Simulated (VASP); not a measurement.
```
CELL_PARAMETERS angstrom
      4.76464     0.00000     0.00000
      0.00000     4.76464     0.00000
      0.00000     0.00000     3.20495
ATOMIC_POSITIONS crystal
  Sn 0.00000 0.00000 0.00000
  Sn 0.50000 0.50000 0.50000
  O  0.30584 0.30584 0.00000
  O  0.80584 0.19416 0.50000
  O  0.19416 0.80584 0.50000
  O  0.69416 0.69416 0.00000
```

The numbers are results of MS2 meta-GGA, VASP's PBE PAW potentials (set 64) (plane waves; VASP 6.6.1), not measurements. Settings: 520 eV cut-off, 5×5×8 Γ-centred mesh, tetrahedra with Blöchl corrections, potentials Sn_d O.

Unless said otherwise, spin-orbit coupling is left out, though it shifts the bands of the heavy elements here.

Give the energies of bands 15 to 28 at the high-symmetry points, in eV from the valence-band maximum.

| band | Γ | X | M | Z | R | A |
|---|---|---|---|---|---|---|
| 15 | -7.94 | -6.40 | -5.41 | -6.94 | -6.68 | -7.72 |
| 16 | -3.95 | -6.40 | -5.41 | -6.94 | -6.68 | -7.72 |
| 17 | -3.95 | -2.96 | -3.81 | -4.08 | -5.43 | -4.87 |
| 18 | -3.80 | -2.96 | -3.81 | -4.08 | -5.43 | -4.87 |
| 19 | -3.06 | -2.90 | -2.88 | -3.67 | -4.06 | -2.44 |
| 20 | -1.90 | -2.90 | -2.88 | -3.67 | -4.06 | -2.44 |
| 21 | -1.80 | -1.92 | -1.94 | -2.51 | -1.68 | -2.28 |
| 22 | -1.12 | -1.92 | -1.94 | -2.51 | -1.68 | -2.28 |
| 23 | -1.12 | -1.08 | -1.20 | -1.64 | -1.09 | -0.93 |
| 24 | -0.77 | -1.08 | -1.20 | -1.64 | -1.09 | -0.93 |
| 25 | -0.77 | -0.61 | -0.90 | -1.25 | -0.62 | -0.84 |
| 26 | 0.00 | -0.61 | -0.90 | -1.25 | -0.62 | -0.84 |
| 27 | 1.42 | 4.71 | 5.20 | 6.63 | 6.93 | 5.24 |
| 28 | 6.57 | 4.71 | 5.20 | 6.63 | 6.93 | 5.24 |

The gap is direct, 1.42 eV, from the valence maximum at Γ to the conduction minimum at Γ.

The compound is SnO2 in the rutile structure. It was relaxed first.
